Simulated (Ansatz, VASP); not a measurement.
## SnO (Romarchite) in two plane-wave programs

Wanted: the spread between two codes on one cell, functional and k mesh. The cell is taken from a series of runs on this material, whose earlier steps may have relaxed, scaled, displaced or heated it; both programs get it as it stands.

Program: Ansatz 0.2.0. Level of theory: plane waves, with VASP 6.6.1 beside it; relaxation of cell and atoms at PBEsol. Results are calculated unless marked as measured.

## (1) The structure

It takes space group P4/nmm (No. 129, tetragonal). Conventional cell: a = 3.805 Å, b = 3.805 Å, c = 4.751 Å, α = 90.00°, β = 90.00°, γ = 90.00°. Sn has 4 O at 2.22 Å nearest. Nearest to O lie 4 Sn at 2.22 Å. Farther neighbours and most contacts between anions are not listed.

Coordinates:

```cif
data_structure
_symmetry_space_group_name_H-M 'P4/nmm:1'
_symmetry_Int_Tables_number 129
_cell_length_a 3.8046
_cell_length_b 3.8046
_cell_length_c 4.7509
_cell_angle_alpha 90.000
_cell_angle_beta 90.000
_cell_angle_gamma 90.000
_cell_volume 68.77
loop_
_atom_site_label
_atom_site_type_symbol
_atom_site_symmetry_multiplicity
_atom_site_Wyckoff_symbol
_atom_site_fract_x
_atom_site_fract_y
_atom_site_fract_z
_atom_site_occupancy
Sn1 Sn 2 c 0.00000 0.50000 0.24247 1
O1 O 2 a 0.50000 0.50000 0.00000 1
```

## (2) Ansatz: relaxation of cell and atoms, PBEsol

Ansatz runs on its PAW soft_1 files.

The relaxed volume is the usual yardstick between codes: in a stiff, nearly cubic crystal its relative difference is about their pressure difference at one cell divided by the bulk modulus.

The input, input.yaml:

```yaml
crystal:
  lattice:
    - [3.8045968859, 0.0, 0.0]
    - [0.0, 3.8045968859, 0.0]
    - [0.0, 0.0, 4.7509356242]
  atoms:
    - { symbol: Sn, position: [0.5, 0.0, 0.2424668085] }
    - { symbol: Sn, position: [0.0, 0.5, 0.7575331915] }
    - { symbol: O, position: [0.0, 0.0, 0.0] }
    - { symbol: O, position: [0.5, 0.5, 0.0] }
kpoints:
  mp_grid: { grid: [12, 12, 10] }
hamiltonian:
  xc: pbesol
  pseudopotentials: { kind: paw, azcp: { folder: soft_1 }, xc_functional: pbe }
scf:
  occupations: { method: methfessel_paxton, width: 0.2 }
output:
  forces: true
  stress: true
  eigenvalues: true
relax:
  adjacent_minimum: "off"
  f_tol: 0.001
  max_steps: 60
  cell: { stress_tol: 0.01 }
```

The run is started by

```sh
$ ansatz run input.yaml --threads 4 --pin off --max-ram 16384MiB --backend cpu --events-out ev --progress --plain --runs-dir out
```

Numbers of over 12 decimals in the logs are rounded to 6 here.

The program printed:

```text
Engine: ansatz 0.2.0, aarch64-unknown-linux-gnu
Pseudopotentials: kind: paw
Pseudopotential: Sn, paw, valence charge 14, recommended cutoff 420 eV (normal), soft_1/Sn.paw.azcp
Pseudopotential: O, paw, valence charge 6, recommended cutoff 420 eV (normal), soft_1/O.paw.azcp
Functional definition: PBEsol
  exchange = pbesol_x
  correlation = pbesol_c
Crystal: 4 atoms, lattice volume = 68.770 Å³
Basis set: ecut = 420 eV, 1327 PW (Γ), exchange–correlation on 54×54×64 points (8 copies of the dense FFT grid, shifted against one another)
Bands: 24, of which v1, the nominal top of the filled ones, is band 20 counted from 1 (19 counted from 0)
Symmetry: 16 space group operations
Space group: P4/nmm (ITA 129), of the structure as read, at distance tolerance 4.1e-5 Å
k-points: 168 of 1440
Non-local potential: Sn, projectors of the file, l = 0: 2, l = 1: 2, l = 2: 2, l = 3: 1
Non-local potential: O, projectors of the file, l = 0: 2, l = 1: 2, l = 2: 1
PAW form: soft (Blöchl's): semilocal exchange-correlation on the pseudo side does not see the compensation charge
PAW frozen core: Sn, regenerated for the run's functional, and the local potential with it (the file was generated under x = pbe(κ = 0.804, μ = 0.219515), c = pbe(β = 0.066725))
PAW frozen core: O, regenerated for the run's functional, and the local potential with it (the file was generated under x = pbe(κ = 0.804, μ = 0.219515), c = pbe(β = 0.066725))
PAW one-centre angular grid: Sn, 590 points (default); XC on 64 Gauss nodes
PAW one-centre angular grid: O, 110 points (default); XC on 64 Gauss nodes
Initial density: superposition of atomic densities (chi_scale 0.1, normalization cell, long waves kept (reshape's long-wave potential 0.15 eV rms))
Initial wavefunctions: pseudopotential atomic-orbital guess
Functional: x = pbesol(κ = 0.804, μ = 0.123457), c = pbesol(β = 0.046)
SCF iter   1: F=—  HF=-13022.182497 eV  |F-HF|=—  |Δ(HF+E_count)|=         —  Δρ=5.30e-2  dr2=2.46e0  ethr=3.10e-3  ⟨swp⟩=5.4  Hψ=17844  notcnv=0
preconditioner: auto → Kerker (q_TF=auto, 2.493 Å⁻¹)  [metal: Δε(μ)=0.021 eV  Ē_g=18.339 eV  σ=0.200 eV  W_gap=0.09  n_scr=18 (ndim 8)  ℏωp=28.3 eV  f_vac=0.000  D(μ)=0.33/eV (n_scr^D=0)]
SCF iter   2: F=—  HF=-13021.772514 eV  |F-HF|=—  |Δ(HF+E_count)|=   4.10e-1  S|Δr|=    0.00e0  Δρ=2.54e-2  dr2=7.55e-1  ethr=3.10e-3  ⟨swp⟩=3.1  Hψ=9354  notcnv=0
SCF iter   3: F=—  HF=-13021.622489 eV  |F-HF|=—  |Δ(HF+E_count)|=   1.50e-1  S|Δr|=    0.00e0  Δρ=1.41e-2  dr2=2.29e-1  ethr=1.89e-3  ⟨swp⟩=3.0  Hψ=8066  notcnv=0
SCF iter   4: F=—  HF=-13021.579697 eV  |F-HF|=—  |Δ(HF+E_count)|=   4.28e-2  S|Δr|=    0.00e0  Δρ=5.08e-3  dr2=2.66e-2  ethr=5.73e-4  ⟨swp⟩=2.9  Hψ=8095  notcnv=0
SCF iter   5: F=—  HF=-13021.576376 eV  |F-HF|=—  |Δ(HF+E_count)|=   3.32e-3  S|Δr|=    0.00e0  Δρ=1.41e-3  dr2=2.75e-3  ethr=6.65e-5  ⟨swp⟩=1.7  Hψ=6254  notcnv=0
SCF iter   6: F=—  HF=-13021.576591 eV  |F-HF|=—  |Δ(HF+E_count)|=   2.15e-4  S|Δr|=    0.00e0  Δρ=6.39e-4  dr2=4.38e-4  ethr=6.88e-6  ⟨swp⟩=2.7  Hψ=7323  notcnv=0
SCF iter   7: F=—  HF=-13021.576610 eV  |F-HF|=—  |Δ(HF+E_count)|=   1.87e-5  S|Δr|=    0.00e0  Δρ=2.08e-4  dr2=4.29e-5  ethr=1.10e-6  ⟨swp⟩=3.0  Hψ=7404  notcnv=0
SCF iter   8: F=—  HF=-13021.576574 eV  |F-HF|=—  |Δ(HF+E_count)|=   3.57e-5  S|Δr|=    0.00e0  Δρ=7.63e-5  dr2=3.43e-6  ethr=1.07e-7  ⟨swp⟩=2.8  Hψ=7265  notcnv=0
SCF iter   9: F=—  HF=-13021.576575 eV  |F-HF|=—  |Δ(HF+E_count)|=   4.95e-7  S|Δr|=    0.00e0  Δρ=2.68e-5  dr2=4.35e-7  ethr=8.58e-9  ⟨swp⟩=2.1  Hψ=7280  notcnv=0
SCF iter  10: F=-13021.576575 eV  HF=-13021.576575 eV  |F-HF|=2.33e-9  |Δ(HF+E_count)|=   1.65e-8  S|Δr|=    0.00e0  Δρ=5.18e-6  dr2=1.68e-8  ethr=2.50e-10  ⟨swp⟩=6.7  Hψ=19946  notcnv=0
SCF 1 converged in 10 iterations: F = -13021.576575 eV  dr2 = 1.68e-8
  greatest PAW one-centre occupation: 0.994 electrons in one spin orbital (limit 2), on the Sn atom at site 1 (counted from 0), in its partial waves of l = 2
relax step   1: F+E_penalty+E_count = -13021.57657463 eV  Δ(F+E_penalty+E_count) = +0.000e0 eV  max|allowed force component| = 2.525e-3 eV/Å  Δτ_max = 0.0000 Å  P = -0.010 GPa  Ω = 68.770 Å³  (10 SCF iters, dr2 threshold 1.00e-7 eV, accepted)
[...]
relax step   2: F+E_penalty+E_count = -13021.57656658 eV  Δ(F+E_penalty+E_count) = +8.044e-6 eV  max|allowed force component| = 2.359e-3 eV/Å  Δτ_max = 0.0003 Å  P = +0.002 GPa  Ω = 68.775 Å³  energy of the carried Pulay correction = -7.973e-6 eV  (5 SCF iters, dr2 threshold 4.10e-10 eV, rejected (line search))
[...]
relax step   3: F+E_penalty+E_count = -13021.57657743 eV  Δ(F+E_penalty+E_count) = -2.804e-6 eV  max|allowed force component| = 1.125e-4 eV/Å  Δτ_max = 0.0001 Å  P = -0.001 GPa  Ω = 68.768 Å³  energy of the carried Pulay correction = +2.432e-6 eV  (8 SCF iters, accepted)
[...]
relax step   4: F+E_penalty+E_count = -13021.57657417 eV  Δ(F+E_penalty+E_count) = +3.257e-6 eV  max|allowed force component| = 1.109e-4 eV/Å  Δτ_max = 0.0000 Å  P = -0.001 GPa  Ω = 68.768 Å³  stress off target by 1.61e-3 GPa  SCF on the basis re-selected at this cell (its energy is not comparable with the rows above)  (5 SCF iters)
basis re-selected at this cell: Δ(F+E_penalty+E_count) = +3.257e-6 eV, ΔP = -0.000 GPa vs the last step (what re-selecting the basis moved, of the pressure what is left beyond the Pulay correction that the steps carried, after the strain that the cell walked since its last selection, with what the two solves' SCF thresholds leave and, on support functions, any second-order correction that the steps lacked; it is no m [...]
SCF converged after 5 iterations
Stability not checked: this state was not tested for a lower state beside it, because cold or Methfessel-Paxton smearing, or corrected tetrahedra, fill the levels in a way that the test cannot read (fill_not_monotonic; see scf.lower_state_search)
Free energy (F): -13021.576574 eV
Harris-Foulkes:  -13021.576574 eV  (|F-HF|=0.00e0)
Internal energy: -13021.577262 eV  (E = F + TS)
E sigma→0 (E₀):  -13021.576746 eV
Entropy (-TS):   0.000688 eV (0.172 meV/atom)
Fermi energy:    10.187721 eV
--- Per-component energies (eV) ---
  E_band       = -177.493239
  E_kinetic    = 672.373168
  E_local      = -2905.682185  (includes V_loc(G=0)·N_el)
  E_nonlocal   = 399.681670
  E_hartree    = 1365.471344
  E_xc         = -391.043619
  E_vxc        = -342.510815  (∫ρ·V_xc dr)
  E_paw        = -8905.098394  (= ΣΔE_a)
  E_vpaw       = -732.299857  (= ΣTr[D̂ρ^β])
  E_aug_tail   = 0.002039  (compensation charges beyond the density's cutoff)
  E_ewald      = -3257.921540
  E_core_change = 0.640255  (= ΣΔE_core)
  E_smearing   = 0.000688  (= −TS)
  E_closure    = -0.000000  (closes the sum)
  Σ components = -13021.576574   (vs F -13021.576574, Δ=0.00e0)
--- Forces (eV/Å), atoms counted from 1 ---
  atom   1  Sn     0.00000000     0.00000000    -0.00011087
  atom   2  Sn     0.00000000     0.00000000     0.00011087
  atom   3  O      0.00000000     0.00000000     0.00000000
  atom   4  O      0.00000000     0.00000000    -0.00000000
  max |Σ_I F_I| component: 1.67e-16 eV/Å
--- Stress (GPa, compression-positive) ---
       -0.001607       0.000000       0.000000
        0.000000      -0.001607       0.000000
        0.000000       0.000000      -0.000072
  P = ⅓ Tr σ = -0.0011 GPa (-0.011 kbar)
--- Band table (eV; the first three rows and the last of 168) ---
  k-point 0: bands = [... 16 lower, 6.6366, 6.9429, 6.9429, 10.1283, 12.2805, 14.6602, 14.6780, 14.6780]
  k-point 1: bands = [... 16 lower, 6.6284, 6.9415, 6.9415, 10.0634, 12.1196, 14.3243, 14.3243, 14.7020]
  k-point 2: bands = [... 16 lower, 6.6073, 6.9374, 6.9374, 9.8063, 11.8400, 13.7688, 13.7688, 14.5798]
  k-point 167: bands = [... 16 lower, 7.3211, 7.3211, 7.6130, 7.6130, 12.3977, 12.3977, 14.2845, 14.2845]
--- Relaxed structure (3 steps of the walk, 2 accepted, 1 SCFs on fresh bases) ---
  F+E_penalty+E_count = -13021.57657417 eV   max|allowed force component| = 1.109e-4 eV/Å   (the final SCF, on the basis selected at the relaxed cell)
  cell:  # Å, volume = 68.7678 Å³
    - [3.804607, 0, 0.0]
    - [0, 3.804607, 0.0]
    - [0.0, 0.0, 4.750789]
  atoms:
    - { symbol: Sn, position: [0.500000, 0, 0.242444] }
    - { symbol: Sn, position: [0, 0.500000, 0.757556] }
    - { symbol: O, position: [0, 0, 0] }
    - { symbol: O, position: [0.500000, 0.500000, 0] }
```

(Part 1 of 2 ends here.)

[Lines on the potential files, build, host, timing and source positions are cut from VASP's logs without a mark.]

[Logs are printed without paths, hosts, clocks, repeated set-up lines and the standing remarks that a program may print on its own settings, such as how far it seeks lower states.]

[Hosts, paths, dates, database ids (printed as entryN), source tags and the programs' standing remarks are cut or masked in the printed files.]
